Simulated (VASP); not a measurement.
Data:

```
MgS
1.0
    0.00000     2.60000     2.60000
    2.60000     0.00000     2.60000
    2.60000     2.60000     0.00000
Mg S
1 1
Direct
  0.00000   0.00000   0.00000
  0.50000   0.50000   0.50000
```

Computed with G0W0 on PBE orbitals, VASP's PBE PAW potentials (set 64) (plane waves; VASP). Run with PREC = Normal, 500 eV cut-off, 6×6×6 Γ-centred mesh, Gaussian smearing of 0.010 eV, potentials Mg_sv_GW S_GW.

The mesh is coarse and the basis finite, so the quasiparticle values are not converged.

NBANDS = 120, ENCUTGW = 180 eV, NOMEGA = 64. The PBE levels (eV) that the step starts from are:

```
state                           KS energy  filling
------------------------------  ---------  -------
k1 (0.00, 0.00, 0.00), band 5       -8.61        2
k1 (0.00, 0.00, 0.00), band 6        4.07        2
k1 (0.00, 0.00, 0.00), band 7        4.07        2
k1 (0.00, 0.00, 0.00), band 8        4.07        2
k1 (0.00, 0.00, 0.00), band 9        7.80        0
k1 (0.00, 0.00, 0.00), band 10      11.99        0
k1 (0.00, 0.00, 0.00), band 11      11.99        0
k1 (0.00, 0.00, 0.00), band 12      11.99        0
k3 (0.33, 0.00, 0.00), band 5       -7.70        2
k3 (0.33, 0.00, 0.00), band 6        0.23        2
k3 (0.33, 0.00, 0.00), band 7        3.61        2
k3 (0.33, 0.00, 0.00), band 8        3.61        2
k3 (0.33, 0.00, 0.00), band 9        8.86        0
k3 (0.33, 0.00, 0.00), band 10      11.39        0
k3 (0.33, 0.00, 0.00), band 11      11.39        0
k3 (0.33, 0.00, 0.00), band 12      13.43        0
k7 (0.50, 0.17, 0.00), band 5       -7.21        2
k7 (0.50, 0.17, 0.00), band 6       -0.35        2
k7 (0.50, 0.17, 0.00), band 7        2.48        2
k7 (0.50, 0.17, 0.00), band 8        3.15        2
k7 (0.50, 0.17, 0.00), band 9        9.17        0
k7 (0.50, 0.17, 0.00), band 10      10.54        0
k7 (0.50, 0.17, 0.00), band 11      11.95        0
k7 (0.50, 0.17, 0.00), band 12      13.48        0
```

Q: Give the quasiparticle energies and renormalisation factors Z.

A: 
```tsv
state	QP energy (eV)	Z
k1 (0.00, 0.00, 0.00), band 5	-9.69	0.71
k1 (0.00, 0.00, 0.00), band 6	3.11	0.77
k1 (0.00, 0.00, 0.00), band 7	3.11	0.77
k1 (0.00, 0.00, 0.00), band 8	3.11	0.77
k1 (0.00, 0.00, 0.00), band 9	8.33	0.80
k1 (0.00, 0.00, 0.00), band 10	12.61	0.80
k1 (0.00, 0.00, 0.00), band 11	12.61	0.80
k1 (0.00, 0.00, 0.00), band 12	12.61	0.80
k3 (0.33, 0.00, 0.00), band 5	-8.70	0.71
k3 (0.33, 0.00, 0.00), band 6	-0.97	0.75
k3 (0.33, 0.00, 0.00), band 7	2.60	0.77
k3 (0.33, 0.00, 0.00), band 8	2.60	0.77
k3 (0.33, 0.00, 0.00), band 9	9.35	0.80
k3 (0.33, 0.00, 0.00), band 10	12.10	0.79
k3 (0.33, 0.00, 0.00), band 11	12.10	0.79
k3 (0.33, 0.00, 0.00), band 12	14.21	0.77
k7 (0.50, 0.17, 0.00), band 5	-8.16	0.71
k7 (0.50, 0.17, 0.00), band 6	-1.59	0.75
k7 (0.50, 0.17, 0.00), band 7	1.41	0.76
k7 (0.50, 0.17, 0.00), band 8	2.10	0.77
k7 (0.50, 0.17, 0.00), band 9	9.74	0.80
k7 (0.50, 0.17, 0.00), band 10	11.17	0.79
k7 (0.50, 0.17, 0.00), band 11	12.69	0.79
k7 (0.50, 0.17, 0.00), band 12	14.18	0.78
```
On the mesh the gap opens from 2.79 to 4.30 eV.

The compound is MgS in the rock salt structure. The cell was not relaxed at this level.
